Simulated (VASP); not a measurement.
Data:

```
V
1.0
   -1.49149     1.49149     1.49149
    1.49149    -1.49149     1.49149
    1.49149     1.49149    -1.49149
V
1
Direct
  0.00000   0.00000   0.00000
```

The numbers are results of r2SCAN meta-GGA, VASP's PBE PAW potentials (set 64) (plane waves; VASP), not measurements. Settings: 480 eV cut-off, 15×15×15 Γ-centred mesh, first-order Methfessel-Paxton smearing of 0.10 eV, potentials V_sv.

What does the run give for the energy per atom (σ→0), band gap (on the k-mesh) with the smallest direct gap where there is one?

The band gap (on the k-mesh) comes out as none (metal, semimetal or under 0.01 eV) and the energy per atom (σ→0) is -14.131 eV/atom.

Only differences to runs with the same potentials and settings are physical.

The compound is V in the bcc structure. It was relaxed first. The start is the result of an earlier pass. The run is not spin-polarised, so no magnetic state was tried.
